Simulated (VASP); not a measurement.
Calculation: LDA (Ceperley-Alder, Perdew-Zunger), VASP's LDA PAW potentials (set 64) (plane waves; VASP).

Input for VASP

INCAR:
```
! general
SYSTEM   = MnF2
PREC     = Accurate
ENCUT    = 520
LREAL    = .False.
LASPH    = .True.

! electronic loop
EDIFF    = 1E-8
NELM     = 100
ALGO     = Normal
LMAXMIX  = 4

! smearing
ISMEAR   = 0
SIGMA    = 0.01

! spin
ISPIN    = 2
MAGMOM   = 4.4 -4.4 -0.0 0.0 0.0 -0.0

! ions
IBRION   = 8
NSW      = 1

! output
LWAVE    = .False.
LCHARG   = .False.
LORBIT   = 10

! other
LEPSILON = .True.
```

### KPOINTS
```
Automatic mesh
0
Gamma
6 6 8
0 0 0
```

File POSCAR:
```
MnF2
1.0
  4.7580715385   0.0000000000   0.0000000000
  0.0000000000   4.7580715385   0.0000000000
  0.0000000000   0.0000000000   3.2251873687
Mn F
2 4
Cartesian
  0.0000000000   0.0000000000   0.0000000000
  2.3790357693   2.3790357693   1.6125936843
  1.4381176820   1.4381176820   0.0000000000
  3.8171534513   0.9409180872   1.6125936843
  0.9409180872   3.8171534513   1.6125936843
  3.3199538565   3.3199538565   3.2251873687
```

POTCAR, in this order: Mn_pv F (LDA.64 set). Program: vasp_std.

What VASP printed:

### OSZICAR
```
...
RMM:   3    -0.488461751812E+00   -0.18043E-01   -0.46179E-02 10834   0.105E+00    0.532E-01
RMM:   4    -0.485294121605E+00    0.31676E-02   -0.10986E-02 11167   0.569E-01    0.283E-01
RMM:   5    -0.493827156741E+00   -0.85330E-02   -0.25279E-03 11208   0.302E-01    0.538E-02
RMM:   6    -0.494518067538E+00   -0.69091E-03   -0.48116E-04 12405   0.852E-02    0.253E-02
RMM:   7    -0.494784232971E+00   -0.26617E-03   -0.91212E-05 11540   0.286E-02    0.857E-03
RMM:   8    -0.494935870231E+00   -0.15164E-03   -0.19963E-05 11687   0.122E-02    0.268E-03
RMM:   9    -0.494978340625E+00   -0.42470E-04   -0.56952E-06 11645   0.483E-03    0.128E-03
RMM:  10    -0.494985056104E+00   -0.67155E-05   -0.17716E-06 12097   0.202E-03    0.340E-04
RMM:  11    -0.494982550705E+00    0.25054E-05   -0.36769E-06 12348   0.739E-04    0.108E-04
RMM:  12    -0.494983833116E+00   -0.12824E-05   -0.18274E-06 11237   0.311E-04    0.622E-05
RMM:  13    -0.494984340730E+00   -0.50761E-06   -0.57502E-07  6580   0.134E-04    0.262E-05
RMM:  14    -0.494984412222E+00   -0.71492E-07   -0.48869E-07  3799   0.808E-05    0.131E-05
RMM:  15    -0.494984407497E+00    0.47249E-08   -0.18893E-07  3157   0.647E-05    0.359E-06
 Linear response DOF=           4
 Linear response progress:
  Degree of freedom:   1/  4
       N       E                     dE             d eps       ncg     rms          rms(c)
RMM:   1    -0.604231925469E+00   -0.60423E+00   -0.22345E+01 13297   0.118E+02
RMM:   2    -0.691518695440E+00   -0.87287E-01   -0.12360E-01 19474   0.223E+00    0.137E+00
RMM:   3    -0.657244373349E+00    0.34274E-01   -0.31655E-02 21350   0.850E-01    0.558E-01
RMM:   4    -0.666819008582E+00   -0.95746E-02   -0.24377E-03 22856   0.238E-01    0.864E-02
RMM:   5    -0.666705294637E+00    0.11371E-03   -0.24705E-04 23390   0.811E-02    0.431E-02
RMM:   6    -0.666750860572E+00   -0.45566E-04   -0.11460E-04 22505   0.637E-02    0.124E-02
RMM:   7    -0.666793876441E+00   -0.43016E-04   -0.11614E-05 25472   0.179E-02    0.599E-03
RMM:   8    -0.666778801553E+00    0.15075E-04   -0.17214E-06 26762   0.807E-03    0.298E-03
RMM:   9    -0.666779329605E+00   -0.52805E-06   -0.92280E-07 23920   0.378E-03    0.147E-03
RMM:  10    -0.666780862659E+00   -0.15331E-05   -0.24195E-07 24415   0.184E-03    0.487E-04
RMM:  11    -0.666782435102E+00   -0.15724E-05    0.42028E-07 24579   0.693E-04    0.223E-04
RMM:  12    -0.666787306792E+00   -0.48717E-05    0.19274E-07 24955   0.482E-04    0.168E-04
RMM:  13    -0.666787557091E+00   -0.25030E-06   -0.14972E-08 23591   0.245E-04    0.600E-05
RMM:  14    -0.666787519950E+00    0.37142E-07    0.28815E-08 24583   0.175E-04    0.340E-05
RMM:  15    -0.666787445145E+00    0.74805E-07    0.47378E-08 23970   0.604E-05    0.133E-05
RMM:  16    -0.666787321360E+00    0.12379E-06    0.52126E-08 23943   0.447E-05    0.709E-06
RMM:  17    -0.666787285118E+00    0.36242E-07    0.11501E-08 24358   0.190E-05    0.208E-06
RMM:  18    -0.666787281657E+00    0.34603E-08    0.91236E-09 23670   0.127E-05    0.605E-07
 Linear response progress:
  Degree of freedom:   2/  4
       N       E                     dE             d eps       ncg     rms          rms(c)
RMM:   1    -0.584755869107E+00   -0.58476E+00   -0.21939E+01  8890   0.115E+02
RMM:   2    -0.669031921783E+00   -0.84276E-01   -0.11308E-01 12310   0.205E+00    0.137E+00
RMM:   3    -0.634614591346E+00    0.34417E-01   -0.26674E-02 13027   0.756E-01    0.557E-01
RMM:   4    -0.643886246708E+00   -0.92717E-02   -0.21649E-03 13846   0.204E-01    0.747E-02
RMM:   5    -0.643803947849E+00    0.82299E-04   -0.13434E-04 14794   0.557E-02    0.369E-02
RMM:   6    -0.643638234483E+00    0.16571E-03   -0.41175E-05 14029   0.362E-02    0.877E-03
RMM:   7    -0.643658178750E+00   -0.19944E-04   -0.43311E-06 15190   0.106E-02    0.426E-03
RMM:   8    -0.643602881502E+00    0.55297E-04   -0.93753E-07 15774   0.444E-03    0.214E-03
RMM:   9    -0.643569496767E+00    0.33385E-04   -0.18835E-07 15715   0.211E-03    0.410E-04
RMM:  10    -0.643571546074E+00   -0.20493E-05   -0.18406E-08 16237   0.831E-04    0.142E-04
RMM:  11    -0.643572498900E+00   -0.95283E-06   -0.16889E-08 16536   0.388E-04    0.654E-05
RMM:  12    -0.643573994463E+00   -0.14956E-05    0.24113E-08 15527   0.216E-04    0.129E-05
RMM:  13    -0.643574058073E+00   -0.63610E-07    0.45101E-09 16739   0.131E-04    0.595E-06
RMM:  14    -0.643574070234E+00   -0.12161E-07    0.41473E-08 15741   0.865E-05    0.337E-06
RMM:  15    -0.643574028507E+00    0.41727E-07    0.31575E-08 14732   0.618E-05    0.974E-07
RMM:  16    -0.643574024671E+00    0.38361E-08    0.51598E-08  9613   0.454E-05    0.584E-07
 Linear response progress:
  Degree of freedom:   3/  4
       N       E                     dE             d eps       ncg     rms          rms(c)
RMM:   1    -0.540746076742E+00   -0.54075E+00    0.60194E-01 27075   0.370E+00
RMM:   2    -0.529565444358E+00    0.11181E-01   -0.19541E-02 20097   0.879E-01    0.283E-01
RMM:   3    -0.531357063405E+00   -0.17916E-02   -0.42772E-03 24309   0.297E-01    0.158E-01
RMM:   4    -0.531990437569E+00   -0.63337E-03   -0.50618E-04 23707   0.940E-02    0.112E-01
RMM:   5    -0.532503091144E+00   -0.51265E-03   -0.97289E-05 21928   0.476E-02    0.294E-02
RMM:   6    -0.532632754463E+00   -0.12966E-03   -0.25110E-05 25437   0.198E-02    0.873E-03
RMM:   7    -0.532565140393E+00    0.67614E-04   -0.29470E-06 23571   0.837E-03    0.333E-03
RMM:   8    -0.532550208493E+00    0.14932E-04   -0.54666E-07 23938   0.321E-03    0.128E-03
RMM:   9    -0.532548306752E+00    0.19017E-05   -0.12329E-07 26250   0.117E-03    0.582E-04
RMM:  10    -0.532550340722E+00   -0.20340E-05   -0.10874E-07 23996   0.483E-04    0.205E-04
RMM:  11    -0.532551205166E+00   -0.86444E-06   -0.17808E-09 23652   0.241E-04    0.576E-05
RMM:  12    -0.532551158486E+00    0.46680E-07   -0.34632E-08 25921   0.101E-04    0.252E-05
RMM:  13    -0.532551179947E+00   -0.21461E-07   -0.10021E-08 26629   0.460E-05    0.120E-05
RMM:  14    -0.532551214577E+00   -0.34629E-07   -0.74219E-09 26031   0.223E-05    0.407E-06
RMM:  15    -0.532551222475E+00   -0.78980E-08   -0.27798E-09 26389   0.145E-05    0.194E-06
 Linear response progress:
  Degree of freedom:   4/  4
       N       E                     dE             d eps       ncg     rms          rms(c)
RMM:   1    -0.529882826281E+00   -0.52988E+00    0.61044E-01 22274   0.363E+00
RMM:   2    -0.517028919819E+00    0.12854E-01   -0.20548E-02 17005   0.859E-01    0.211E-01
RMM:   3    -0.518955353053E+00   -0.19264E-02   -0.46441E-03 20822   0.276E-01    0.119E-01
RMM:   4    -0.519723843905E+00   -0.76849E-03   -0.47284E-04 21116   0.795E-02    0.668E-02
RMM:   5    -0.520197259898E+00   -0.47342E-03   -0.81700E-05 19972   0.353E-02    0.192E-02
RMM:   6    -0.520267250976E+00   -0.69991E-04   -0.15509E-05 22652   0.122E-02    0.757E-03
RMM:   7    -0.520232962950E+00    0.34288E-04   -0.17384E-06 20949   0.514E-03    0.318E-03
RMM:   8    -0.520214923887E+00    0.18039E-04   -0.37130E-07 19723   0.237E-03    0.764E-04
RMM:   9    -0.520221349843E+00   -0.64260E-05   -0.34409E-08 21413   0.912E-04    0.401E-04
RMM:  10    -0.520223260907E+00   -0.19111E-05    0.41106E-08 21343   0.377E-04    0.116E-04
RMM:  11    -0.520223356751E+00   -0.95844E-07    0.54188E-08 23317   0.131E-04    0.363E-05
RMM:  12    -0.520223541462E+00   -0.18471E-06    0.18539E-07 22556   0.576E-05    0.235E-05
RMM:  13    -0.520223684588E+00   -0.14313E-06    0.42207E-08 20852   0.284E-05    0.699E-06
RMM:  14    -0.520223685126E+00   -0.53783E-09    0.62509E-08 23224   0.137E-05    0.574E-06
 Linear response finished
```

### OUTCAR
```
------------------------ aborting loop because EDIFF is reached ----------------------------------------

 total charge

# of ion       s       p       d       tot
------------------------------------------
    1        0.184   6.175   5.007  11.366
    2        0.184   6.175   5.007  11.366
    3        1.728   4.348   0.000   6.075
    4        1.728   4.348   0.000   6.075
    5        1.728   4.348   0.000   6.075
    6        1.728   4.348   0.000   6.075
--------------------------------------------------
tot          7.278  29.741  10.015  47.034

 magnetization (x)

# of ion       s       p       d       tot
------------------------------------------
    1        0.013   0.012   4.413   4.438
    2       -0.013  -0.012  -4.413  -4.438
    3       -0.003  -0.028   0.000  -0.031
    4        0.003   0.028   0.000   0.031
    5        0.003   0.028   0.000   0.031
    6       -0.003  -0.028   0.000  -0.031
--------------------------------------------------
tot          0.000   0.000   0.000   0.000

 HEAD OF MICROSCOPIC STATIC DIELECTRIC TENSOR (INDEPENDENT PARTICLE, excluding Hartree and local field effects)
 ------------------------------------------------------
           3.712808     0.000000     0.000000
           0.000000     3.712808     0.000000
           0.000000     0.000000     3.389016
 ------------------------------------------------------

 MACROSCOPIC STATIC DIELECTRIC TENSOR (including local field effects in DFT)
 ------------------------------------------------------
           3.677138     0.000000     0.000000
           0.000000     3.677138     0.000000
           0.000000     0.000000     3.354402
 ------------------------------------------------------

 PIEZOELECTRIC TENSOR (including local field effects)  for field in x, y, z        (e  Angst)
          XX          YY          ZZ          XY          YZ          ZX
  --------------------------------------------------------------------------------
  x     0.00000     0.00000     0.00000     0.00000     0.00000     0.00000
  y     0.00000     0.00000     0.00000     0.00000     0.00000     0.00000
  z     0.00000     0.00000     0.00000     0.00000     0.00000     0.00000

 PIEZOELECTRIC TENSOR (including local field effects)  for field in x, y, z        (C/m^2)
          XX          YY          ZZ          XY          YZ          ZX
  --------------------------------------------------------------------------------
  x     0.00000     0.00000     0.00000     0.00000     0.00000     0.00000
  y     0.00000     0.00000     0.00000     0.00000     0.00000     0.00000
  z     0.00000     0.00000     0.00000     0.00000     0.00000     0.00000

 BORN EFFECTIVE CHARGES (including local field effects) (in |e|, cummulative output)
 ---------------------------------------------------------------------------------
 ion    1
    1     2.38285     0.22498     0.00000
    2     0.22498     2.38285     0.00000
    3     0.00000     0.00000     2.70585
 ion    2
    1     2.38285    -0.22498     0.00000
    2    -0.22498     2.38285     0.00000
    3     0.00000     0.00000     2.70585
 ion    3
    1    -1.19143    -0.50928     0.00000
    2    -0.50928    -1.19143     0.00000
    3     0.00000     0.00000    -1.35292
 ion    4
    1    -1.19143     0.50928     0.00000
    2     0.50928    -1.19143     0.00000
    3     0.00000     0.00000    -1.35292
 ion    5
    1    -1.19143     0.50928     0.00000
    2     0.50928    -1.19143     0.00000
    3     0.00000     0.00000    -1.35292
 ion    6
    1    -1.19143    -0.50928     0.00000
    2    -0.50928    -1.19143     0.00000
    3     0.00000     0.00000    -1.35292

   1 f  =   14.061016 THz    88.347970 2PiTHz  469.025014 cm-1    58.151664 meV
             X         Y         Z           dx          dy          dz
      0.000000  0.000000  0.000000     0.000000    0.000000   -0.000000
      2.379036  2.379036  1.612594     0.000000    0.000000    0.000000
      1.438118  1.438118  0.000000    -0.353553   -0.353553    0.000000
      3.817153  0.940918  1.612594     0.353553   -0.353553    0.000000
      0.940918  3.817153  1.612594    -0.353553    0.353553   -0.000000
      3.319954  3.319954  0.000000     0.353553    0.353553    0.000000

   2 f  =   11.755256 THz    73.860454 2PiTHz  392.113144 cm-1    48.615812 meV
             X         Y         Z           dx          dy          dz
      0.000000  0.000000  0.000000    -0.023695    0.269884    0.000000
      2.379036  2.379036  1.612594    -0.170902    0.318565    0.000000
      1.438118  1.438118  0.000000    -0.260515   -0.135384    0.000000
      3.817153  0.940918  1.612594     0.425028   -0.362090    0.000000
      0.940918  3.817153  1.612594     0.425028   -0.362090   -0.000000
      3.319954  3.319954  0.000000    -0.260515   -0.135384    0.000000

   3 f  =   11.755256 THz    73.860454 2PiTHz  392.113144 cm-1    48.615812 meV
             X         Y         Z           dx          dy          dz
      0.000000  0.000000  0.000000    -0.318565   -0.170902    0.000000
      2.379036  2.379036  1.612594    -0.269884   -0.023695   -0.000000
      1.438118  1.438118  0.000000     0.362090    0.425028    0.000000
      3.817153  0.940918  1.612594     0.135384   -0.260515   -0.000000
      0.940918  3.817153  1.612594     0.135384   -0.260515    0.000000
      3.319954  3.319954  0.000000     0.362090    0.425028    0.000000

...
```
(Selected blocks of OUTCAR.)

The dielectric response may not be converged in the k-mesh; for small gaps it tends to come out too large.

The compound is MnF2 in the rutile structure. It was relaxed first, which changed the volume by -7 %.
